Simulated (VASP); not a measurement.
Data:

```
Mo3S2Te4
1.0
    3.36166     0.00000     0.00000
   -1.68083     2.91128     0.00000
    0.00000     0.00000    28.36241
Te Mo S
4 3 2
Direct
  0.00000   0.00000   0.70469
  0.00000   0.00000   0.29531
  0.00000   0.00000   0.16422
  0.00000   0.00000   0.83578
  0.66667   0.33333   0.77014
  0.66667   0.33333   0.22986
  0.00000   0.00000   0.00000
  0.66667   0.33333   0.05261
  0.66667   0.33333   0.94739
```

Method: PBEsol GGA, VASP's PBE PAW potentials (set 64) (plane waves; VASP). Run with 400 eV cut-off, 7×7×1 Γ-centred mesh, Gaussian smearing of 0.050 eV, potentials Te Mo_sv S.

The cell holds a wide vacuum, so values per volume refer to the whole cell.

What does the run give for the energy per atom (σ→0)?

```yaml
energy per atom (σ→0): -6.906 eV/atom
```

Only differences to runs with the same potentials and settings are physical.

The cell is a sheet with vacuum, built from a database entry that may be metastable or hypothetical.
